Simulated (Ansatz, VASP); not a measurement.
**Cross-check of Ta2NF2 (Ta2NF2 MXene, 1 layer) between VASP and Ansatz**

One calculation is typed for both programs; each brings its own data sets. How far apart do they land? The structure shown is the start of the Ansatz relaxation below; VASP solves that cell, so the two are compared at the walk's first step.

Method: plane waves, with VASP 6.6.1 beside it; single point at PBE, in Ansatz 0.2.0.

## (1) Starting point

The cell holds 5 atoms: 2 F, 2 Ta and 1 N. Its edges and angles: a = 3.155 Å, b = 3.155 Å, c = 21.580 Å, α = 90.0°, β = 90.0°, γ = 120.0°. Vacuum lies along c.

## (2) Ansatz: relaxation, PBE

Ansatz runs on its default PAW (the set named soft_2) files.

The two programs are compared at the cell with which this relaxation starts, whose forces are those of its first step.

input.yaml

```yaml
crystal:
  lattice:
    - [3.15458, 0.0, 0.0]
    - [-1.57729, 2.7319464183, 0.0]
    - [0.0, 0.0, 21.5802396927]
  atoms:
    - { symbol: F, position: [0.3333333333, 0.6666666667, 0.3938788503] }
    - { symbol: Ta, position: [0.6666666667, 0.3333333333, 0.442321622] }
    - { symbol: "N", position: [0.0, 0.0, 0.5] }
    - { symbol: Ta, position: [0.3333333333, 0.6666666667, 0.557678378] }
    - { symbol: F, position: [0.6666666667, 0.3333333333, 0.6061211497] }
kpoints:
  mp_grid: { grid: [12, 12, 1] }
hamiltonian:
  xc: pbe
scf:
  occupations: { method: fermi_dirac, width: 0.05 }
  convergence: { dr2_threshold: 1.0e-08 }
efield:
  axis: 3
  dipole_correction: true
  ramp_position: 0.97
  ramp_width: 0.04
relax:
  f_tol: 0.01
  cell: { fix: [c, alpha, beta] }
output:
  write_potential: true
  write_density: true
  volumetric_format: npy
```

Started as:

```
> ansatz run input.yaml --threads 4 --pin off --max-ram 8192MiB --backend cpu --events-out ev --progress --plain --runs-dir out
```

Numbers of over 12 decimals in the logs are rounded to 6 here.

What it wrote:

```text
Warning: relax.cell: scf.convergence.dr2_threshold = 1e-8 eV is looser than the 5e-10 eV advised for a relaxation that steers and ends on the stress (1e-10 eV for each atom of the cell: 5). What an SCF threshold leaves in a stress goes as its square root, and in the free energy as the threshold itself, and one threshold admits the most on a small cell: [figures from the program's tests cut] Set scf.convergence.dr2_threshold to 5e-10 eV or tighter. The threshold is an SCF's pass mark: one that does not reach it within its budget of iterations ends unconverged, or closes short of it on a stop that the run arms, and scf.convergence.dr2_threshold's page says what that costs each kind of run
Engine: ansatz 0.2.0, aarch64-unknown-linux-gnu
Pseudopotentials: kind: paw
Pseudopotential: F, paw, valence charge 7, recommended cutoff 420 eV (normal), F.paw.azcp
Pseudopotential: Ta, paw, valence charge 13, recommended cutoff 420 eV (normal), Ta.paw.azcp
Pseudopotential: N, paw, valence charge 5, recommended cutoff 420 eV (normal), N.paw.azcp
Functional definition: PBE
  parameter kappa = 0.804
  parameter beta = 0.066725
  exchange = pbe_x(kappa = kappa, mu = beta*pi^2/3)
  correlation = pbe_c(beta = beta)
Crystal: 5 atoms, lattice volume = 185.982 Å³
Basis set: ecut = 420 eV, 3613 PW (Γ), exchange–correlation on 48×48×300 points (8 copies of the dense FFT grid, shifted against one another)
Bands: 28, of which v1, the nominal top of the filled ones, is band 23 counted from 1 (22 counted from 0)
Symmetry: 6 space group operations
k-points: 19 of 144 (time reversal used)
Non-local potential: F, projectors of the file, l = 0: 2, l = 1: 2, l = 2: 1
Non-local potential: Ta, projectors of the file, l = 0: 3, l = 1: 2, l = 2: 2, l = 3: 1
Non-local potential: N, projectors of the file, l = 0: 2, l = 1: 2, l = 2: 1
PAW form: soft (Blöchl's): semilocal exchange-correlation on the pseudo side does not see the compensation charge
PAW one-centre angular grid: F, 110 points (default); XC on 64 Gauss nodes
PAW one-centre angular grid: Ta, 590 points (default); XC on 64 Gauss nodes
PAW one-centre angular grid: N, 110 points (default); XC on 64 Gauss nodes
Initial density: superposition of atomic densities (neutral atoms: chi_scale 0, normalization atom), corrected by the library's trained network
Initial wavefunctions: pseudopotential atomic-orbital guess
Functional: x = pbe(κ = 0.804, μ = 0.219515), c = pbe(β = 0.066725)
SCF iter   1: F=—  HF=-21865.030417 eV  |F-HF|=—  |Δ(HF+E_count)|=         —  Δρ=4.19e-3  dr2=8.74e-2  ethr=1.77e-3  p=-0.000 e·Å  D=-3.47e-4 V/Å  ΔV_dip=0.01 eV  dr2_dipole=5.86e-6  V_vac-E_F(+/−)=2.78/2.77 eV  ⟨swp⟩=8.1  Hψ=2839  notcnv=0
efield: sawtooth ramp at fractional position 0.9700 (set: `efield.ramp_position`, or a place that a band, a saddle search or an elastic batch's reference lends), width 0.0400; the density the first Hamiltonian is built on has a dipole p = -0.000 e·Å; the dipole correction subtracts the counter field D = -3.47e-4 V/Å, which shifts the + side's vacuum level by +0.01 eV against the − side's; the planar-averaged density in the ramp window peaks in size at 4.7e-5 e/Å³
preconditioner: auto → LDOS  [metal: Δε(μ)=0.078 eV  Ē_g=9.713 eV  σ=0.050 eV  W_gap=0.37  n_scr=14 (ndim 8)  ℏωp=13.6 eV  f_vac=0.669  D(μ)=4.63/eV (n_scr^D=14)  β→1.0]
SCF iter   2: F=—  HF=-21865.021543 eV  |F-HF|=—  |Δ(HF+E_count)|=   8.87e-3  Δρ=1.53e-3  dr2=1.01e-2  ethr=1.94e-4  p=-0.000 e·Å  D=-6.01e-5 V/Å  ΔV_dip=0.00 eV  dr2_dipole=8.95e-7  V_vac-E_F(+/−)=2.72/2.71 eV  ⟨swp⟩=2.8  Hψ=939  notcnv=0
SCF iter   3: F=—  HF=-21865.022232 eV  |F-HF|=—  |Δ(HF+E_count)|=   6.89e-4  Δρ=9.28e-4  dr2=4.01e-3  ethr=2.24e-5  p=-0.000 e·Å  D=-3.72e-5 V/Å  ΔV_dip=0.00 eV  dr2_dipole=8.99e-8  V_vac-E_F(+/−)=2.60/2.60 eV  ⟨swp⟩=2.9  Hψ=1088  notcnv=0
SCF iter   4: F=—  HF=-21865.021746 eV  |F-HF|=—  |Δ(HF+E_count)|=   4.86e-4  Δρ=2.48e-4  dr2=2.40e-4  ethr=8.92e-6  p=0.000 e·Å  D=3.54e-6 V/Å  ΔV_dip=-0.00 eV  dr2_dipole=2.66e-8  V_vac-E_F(+/−)=2.52/2.52 eV  ⟨swp⟩=2.8  Hψ=946  notcnv=0
SCF iter   5: F=—  HF=-21865.021729 eV  |F-HF|=—  |Δ(HF+E_count)|=   1.68e-5  Δρ=9.34e-5  dr2=1.94e-5  ethr=5.34e-7  p=0.000 e·Å  D=3.27e-6 V/Å  ΔV_dip=-0.00 eV  dr2_dipole=1.87e-8  V_vac-E_F(+/−)=2.48/2.48 eV  ⟨swp⟩=2.3  Hψ=906  notcnv=0
SCF iter   6: F=—  HF=-21865.021750 eV  |F-HF|=—  |Δ(HF+E_count)|=   2.10e-5  Δρ=3.56e-5  dr2=3.57e-6  ethr=4.32e-8  p=0.000 e·Å  D=6.97e-6 V/Å  ΔV_dip=-0.00 eV  dr2_dipole=8.23e-9  V_vac-E_F(+/−)=2.48/2.48 eV  ⟨swp⟩=2.8  Hψ=986  notcnv=0
[...]
SCF 8 converged in 6 iterations: F = -21867.249377 eV  dr2 = 1.21e-9
relax step   8: F+E_penalty+E_count = -21867.24937680 eV  Δ(F+E_penalty+E_count) = -1.767e-4 eV  max|allowed force component| = 6.857e-3 eV/Å  Δτ_max = 0.0090 Å  P = +0.022 GPa  Ω = 204.014 Å³  energy of the carried Pulay correction = -1.523e-3 eV  fix = [c, alpha, beta]  reactions: c +0.001 GPa  (6 SCF iters, accepted)
iter 1 solved again at ethr=1.42e-7 eV; its pass at ethr=3.10e-3 eV (dr2=6.37e-5 eV) is discarded
SCF iter   1: F=—  HF=-21867.250111 eV  |F-HF|=—  |Δ(HF+E_count)|=         —  Δρ=1.01e-4  dr2=8.21e-7  ethr=1.42e-7  p=0.000 e·Å  D=8.56e-7 V/Å  ΔV_dip=-0.00 eV  dr2_dipole=7.17e-13  V_vac-E_F(+/−)=3.65/3.65 eV  ⟨swp⟩=4.6  Hψ=4663  notcnv=0
efield: sawtooth ramp at fractional position 0.9700 (set: `efield.ramp_position`, or a place that a band, a saddle search or an elastic batch's reference lends), width 0.0400; the density the first Hamiltonian is built on has a dipole p = 0.000 e·Å; the dipole correction subtracts the counter field D = 8.56e-7 V/Å, which shifts the + side's vacuum level by -0.00 eV against the − side's; the planar-averaged density in the ramp window peaks in size at 2.3e-6 e/Å³
preconditioner: auto → LDOS  [insulator: Δε(μ)=0.143 eV  Ē_g=9.152 eV  σ=0.050 eV  W_gap=0.54  n_scr=14 (ndim 8)  ℏωp=13.0 eV  f_vac=0.683  D(μ)=1.92/eV (n_scr^D=8)  ε∞_Penn≈3.0  β→1.0]
SCF iter   2: F=—  HF=-21867.250978 eV  |F-HF|=—  |Δ(HF+E_count)|=   8.68e-4  Δρ=2.22e-5  dr2=5.31e-7  ethr=1.82e-9  p=0.000 e·Å  D=1.42e-6 V/Å  ΔV_dip=-0.00 eV  dr2_dipole=2.57e-11  V_vac-E_F(+/−)=3.65/3.65 eV  ⟨swp⟩=3.1  Hψ=1159  notcnv=0
SCF iter   3: F=—  HF=-21867.250969 eV  |F-HF|=—  |Δ(HF+E_count)|=   8.91e-6  Δρ=7.94e-6  dr2=5.70e-8  ethr=1.18e-9  p=0.000 e·Å  D=7.84e-7 V/Å  ΔV_dip=-0.00 eV  dr2_dipole=4.83e-13  V_vac-E_F(+/−)=3.65/3.65 eV  ⟨swp⟩=2.2  Hψ=814  notcnv=0
SCF iter   4: F=-21867.250978 eV  HF=-21867.250977 eV  |F-HF|=1.00e-6  |Δ(HF+E_count)|=   7.82e-6  Δρ=1.45e-6  dr2=1.75e-9  ethr=2.22e-11  p=0.000 e·Å  D=7.91e-7 V/Å  ΔV_dip=-0.00 eV  dr2_dipole=1.28e-14  V_vac-E_F(+/−)=3.65/3.65 eV  ⟨swp⟩=11.6  Hψ=4534  notcnv=0
SCF 9 converged in 4 iterations: F = -21867.250978 eV  dr2 = 1.75e-9
relax step   9: F+E_penalty+E_count = -21867.25097827 eV  Δ(F+E_penalty+E_count) = -1.601e-3 eV  max|allowed force component| = 6.893e-3 eV/Å  Δτ_max = 0.0000 Å  P = +0.025 GPa  Ω = 204.014 Å³  fix = [c, alpha, beta]  reactions: c -0.001 GPa  stress off target by 3.76e-2 GPa on what of the cell is left free  SCF on the basis re-selected at this cell (its energy is not comparable with the rows above)  (4 SCF iters)
basis re-selected at this cell: Δ(F+E_penalty+E_count) = -1.601e-3 eV, ΔP = +0.003 GPa vs the last step (what re-selecting the basis moved, of the pressure what is left beyond the Pulay correction that the steps carried, after the strain that the cell walked since its last selection, with what the two solves' SCF thresholds leave and, on support functions, any second-order correction that the steps lacked; it is no m [...]
WARN: The output density's exchange-correlation potential varies sharply where the density is thin. Do not read a vacuum level from v_tot or v_xc, or from such a field of the output density. On a cell that repeats whose density bears no net charge and no dipole along the vacuum's axis use v_es (v_loc + v_h of the components); under efield.dipole_correction with no amplitude use v_es + v_field, which holds any externa [...]
SCF converged after 4 iterations
Free energy (F): -21867.250978 eV
Harris-Foulkes:  -21867.250977 eV  (|F-HF|=1.00e-6)
Internal energy: -21867.235114 eV  (E = F + TS)
E sigma→0 (E₀):  -21867.243046 eV
Entropy (-TS):   -0.015864 eV (-3.173 meV/atom)
Fermi energy:    2.122924 eV
Dipole field:    D = 0.000001 V/Å  (p = 0.000001 e·Å, saw-weighted, corrected)
Work function:   Φ+ = 3.6531 eV   Φ− = 3.6531 eV
Levels:          The Fermi level and band energies are counted from a zero that moves with the ramp; work functions are not
--- Per-component energies (eV) ---
  E_band       = -899.124161
  E_kinetic    = 1281.815833
  E_local      = -41598.368567  (includes V_loc(G=0)·N_el)
  E_nonlocal   = 222.728147
  E_hartree    = 20131.383101
  E_xc         = -657.322939
  E_vxc        = -690.049841  (∫ρ·V_xc dr)
  E_paw        = -17322.207072  (= ΣΔE_a)
  E_vpaw       = -378.020359  (= ΣTr[D̂ρ^β])
  E_aug_tail   = 0.004590  (compensation charges beyond the density's cutoff)
  E_efield     = 0.000000  (sawtooth field / dipole correction)
  E_vefield    = -0.000009  (∫n·V_field dr)
  E_ewald      = 16074.731794
  E_smearing   = -0.015864  (= −TS)
  E_closure    = -0.000000  (closes the sum)
  Σ components = -21867.250978   (vs F -21867.250978, Δ=0.00e0)
--- Forces (eV/Å), atoms counted from 1 ---
  atom   1  F     -0.00000000     0.00000000    -0.00286336
  atom   2  Ta     0.00000000    -0.00000000     0.00689307
  atom   3  N     -0.00000000     0.00000000    -0.00000009
  atom   4  Ta    -0.00000000     0.00000000    -0.00689306
  atom   5  F      0.00000000    -0.00000000     0.00286332
  max |Σ_I F_I| component: 1.19e-7 eV/Å
--- Stress (GPa, compression-positive) ---
        0.037628       0.000000       0.000000
        0.000000       0.037628      -0.000000
        0.000000      -0.000000      -0.001153
  P = ⅓ Tr σ = 0.0247 GPa (0.247 kbar)
--- Band table (eV; the first three rows and the last of 19) ---
  k-point 0: bands = [... 19 lower, -4.2095, -0.2770, -0.2770, 1.4531, 2.0280, 3.3517, 3.7863, 3.7863, ... 1 higher]
  k-point 1: bands = [... 19 lower, -4.1811, -0.4372, -0.1413, 1.6367, 2.3493, 3.1339, 3.3393, 3.7700, ... 1 higher]
  k-point 2: bands = [... 19 lower, -4.1623, -0.7577, 0.2397, 1.8054, 2.8231, 3.0245, 3.2862, 3.8080, ... 1 higher]
  k-point 18: bands = [... 19 lower, -4.3270, 0.5173, 0.5173, 0.6012, 4.1793, 4.1793, 4.5138, 5.3040, ... 1 higher]
--- Relaxed structure (7 steps of the walk, 6 accepted, 2 SCFs on fresh bases) ---
  F+E_penalty+E_count = -21867.25097827 eV   max|allowed force component| = 6.893e-3 eV/Å   (the final SCF, on the basis selected at the relaxed cell)
  cell:  # Å, volume = 204.0140 Å³
    - [3.303973, 0, 0]
    - [-1.651987, 2.861325, 0]
    - [0, 0, 21.5802396927]
  atoms:
    - { symbol: F, position: [0.333333, 0.666667, 0.392431] }
    - { symbol: Ta, position: [0.666667, 0.333333, 0.454121] }
    - { symbol: N, position: [0, 0, 0.500000] }
    - { symbol: Ta, position: [0.333333, 0.666667, 0.545879] }
    - { symbol: F, position: [0.666667, 0.333333, 0.607569] }
```

## (3) VASP: single point, PBE, start cell

The same cell, functional, mesh and smearing now go to VASP, with its own data sets.

Lines of VASP's logs that name or quote its potential files are left out, and so is its time.

INCAR

```
SYSTEM = Ta2NF2
PREC = Accurate
ENCUT = 520
EDIFF = 1E-06
NELM = 120
ISMEAR = -1
SIGMA = 0.05
LREAL = .FALSE.
ALGO = Normal
GGA = PE
NBANDS = 26
LASPH = .TRUE.
LORBIT = 11
LWAVE = .FALSE.
LCHARG = .FALSE.
ISIF = 2
LDIPOL = .TRUE.
IDIPOL = 3
DIPOL = 0.5 0.5 0.5
LVHAR = .TRUE.
GGA_COMPAT = .FALSE.
NELMDL = -8
KPAR = 2
```

POSCAR

```
Ta2NF2
1.0
    3.1545800000      0.0000000000      0.0000000000
   -1.5772900000      2.7319460000      0.0000000000
    0.0000000000      0.0000000000     21.5802400000
F Ta N
2 2 1
Direct
    0.3333334553      0.6666669107      0.3938788447
    0.6666667277      0.3333334553      0.6061211553
    0.6666667277      0.3333334553      0.4423216331
    0.3333334553      0.6666669107      0.5576783669
    0.0000000000      0.0000000000      0.5000000000
```

KPOINTS

```
Automatic mesh
0
Gamma
12 12 1
0 0 0
```

The projector-augmented-wave data sets are F, Ta_pv and N (PBE family, release 64).

Started as:

```
> mpirun -np 2 vasp_std
```

What it wrote:

```text
[banner, memory and clock lines left out]
running    2 mpi-ranks, on    1 nodes
 distrk:  each k-point on    1 cores,    2 groups
 distr:  one band on    1 cores,    1 groups

 POSCAR found type information on POSCAR F TaN
 POSCAR found :  3 types and       5 ions
 LDA part: xc-table for (Slater+PW92), standard interpolation
 POSCAR, INCAR and KPOINTS ok, starting setup
 FFT: planning ... GRIDC
 FFT: planning ... GRID_SOFT
 FFT: planning ... GRID
 WAVECAR not read
 entering main loop
       N       E                     dE             d eps       ncg     rms          rms(c)
DAV:   1     0.378577100919E+03    0.37858E+03   -0.22117E+04  1164   0.134E+03
DAV:   2    -0.133950458703E+02   -0.39197E+03   -0.38699E+03  1220   0.359E+02
DAV:   3    -0.455092176091E+02   -0.32114E+02   -0.31685E+02  1190   0.102E+02
DAV:   4    -0.465724394322E+02   -0.10632E+01   -0.10174E+01  1360   0.166E+01
DAV:   5    -0.465995027648E+02   -0.27063E-01   -0.26941E-01  1272   0.227E+00
DAV:   6    -0.466002586552E+02   -0.75589E-03   -0.74861E-03  1368   0.371E-01
DAV:   7    -0.466002799621E+02   -0.21307E-04   -0.21207E-04  1280   0.641E-02
DAV:   8    -0.466002809758E+02   -0.10137E-05   -0.10107E-05  1208   0.123E-02    0.310E+01
DAV:   9    -0.412220229087E+02    0.53783E+01   -0.41310E+01  1452   0.362E+01    0.142E+01
DAV:  10    -0.410073814030E+02    0.21464E+00   -0.28778E+00  1174   0.882E+00    0.720E+00
DAV:  11    -0.409351974493E+02    0.72184E-01   -0.36759E-01  1304   0.367E+00    0.507E-01
DAV:  12    -0.409322891923E+02    0.29083E-02   -0.37535E-02  1198   0.997E-01    0.208E-01
DAV:  13    -0.409315003936E+02    0.78880E-03   -0.80907E-03  1456   0.555E-01    0.129E-01
DAV:  14    -0.409311613532E+02    0.33904E-03   -0.33198E-03  1390   0.285E-01    0.544E-02
DAV:  15    -0.409314354869E+02   -0.27413E-03   -0.35875E-04  1270   0.102E-01    0.326E-02
DAV:  16    -0.409318616873E+02   -0.42620E-03   -0.34086E-04  1230   0.744E-02    0.257E-02
DAV:  17    -0.409320808157E+02   -0.21913E-03   -0.16596E-04  1268   0.580E-02    0.954E-03
DAV:  18    -0.409321345897E+02   -0.53774E-04   -0.15360E-05  1144   0.186E-02    0.539E-03
DAV:  19    -0.409322007156E+02   -0.66126E-04   -0.86353E-06   878   0.117E-02    0.293E-03
DAV:  20    -0.409322308693E+02   -0.30154E-04   -0.87460E-06   862   0.658E-03    0.129E-03
DAV:  21    -0.409322393233E+02   -0.84539E-05   -0.31671E-06   800   0.346E-03    0.110E-03
DAV:  22    -0.409322409303E+02   -0.16070E-05   -0.56962E-07   786   0.187E-03    0.311E-04
DAV:  23    -0.409322413943E+02   -0.46398E-06   -0.15877E-07   720   0.124E-03
   1 F= -.40932241E+02 E0= -.40914175E+02  d E =-.361321E-01
```

[end of part 1 of 2]

[Lines on the potential files, build, host, timing and source positions are cut from VASP's logs without a mark.]

[Logs are printed without paths, hosts, clocks, repeated set-up lines and the standing remarks that a program may print on its own settings, such as how far it seeks lower states.]

[Hosts, paths, dates, database ids (printed as entryN), source tags and the programs' standing remarks are cut or masked in the printed files.]
